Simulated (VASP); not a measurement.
Calculation: r2SCAN meta-GGA, VASP's PBE PAW potentials (set 64) (plane waves; VASP 6.6.1).

VASP ran on this input.

**KPOINTS**
```
Automatic mesh
0
Gamma
9 9 9
0 0 0
```

**KPOINTS_OPT**
```
k-points along high-symmetry lines
10
Line-mode
Reciprocal
  0.000000   0.000000   0.000000 ! GAMMA
  0.500000   0.000000   0.500000 ! X

  0.500000   0.000000   0.500000 ! X
  0.625000   0.250000   0.625000 ! U

  0.375000   0.375000   0.750000 ! K
  0.000000   0.000000   0.000000 ! GAMMA

  0.000000   0.000000   0.000000 ! GAMMA
  0.500000   0.500000   0.500000 ! L

  0.500000   0.500000   0.500000 ! L
  0.500000   0.250000   0.750000 ! W

  0.500000   0.250000   0.750000 ! W
  0.500000   0.000000   0.500000 ! X
```

### INCAR
```
! general
SYSTEM  = NaCl
PREC    = Accurate
ENCUT   = 520   ! plane-wave cut-off (eV)
LREAL   = .FALSE.   ! projection in real space or not
LASPH   = .TRUE.

! electronic loop
EDIFF   = 1E-7   ! SCF stop (eV)
NELM    = 100
ALGO    = Normal   ! blocked Davidson
LMIXTAU = .TRUE.

! smearing
ISMEAR  = -5   ! tetrahedra, Bloechl

! functional
METAGGA = R2SCAN

! ions
ISIF    = 2   ! forces and stress, cell fixed

! output
LWAVE   = .FALSE.
LCHARG  = .FALSE.
LORBIT  = 11   ! lm-projected
NEDOS   = 601   ! DOS grid
```

File POSCAR:
```
NaCl
3.9568270
  0.0000000000   0.7071067919   0.7071067919
  0.7071067919   0.0000000000   0.7071067919
  0.7071067919   0.7071067919   0.0000000000
Na Cl
1 1
Direct
  0.0000000000   0.0000000000   0.0000000000
  0.5000000000   0.5000000000   0.5000000000
```

POTCAR, in this order: Na_pv Cl (PBE.64 set). Program: vasp_std.

Task: What will the output report for the number of irreducible k-points (NKPTS), largest plane-wave count, number of space-group operations, FFT grid (NGX, NGY, NGZ)?

Result: 
The number of irreducible k-points (NKPTS) is 35, the largest plane-wave count is 1243 and the number of space-group operations is 48. The FFT grid (NGX, NGY, NGZ) is 30 × 30 × 30.

The compound is NaCl in the rock salt structure. It was relaxed first.
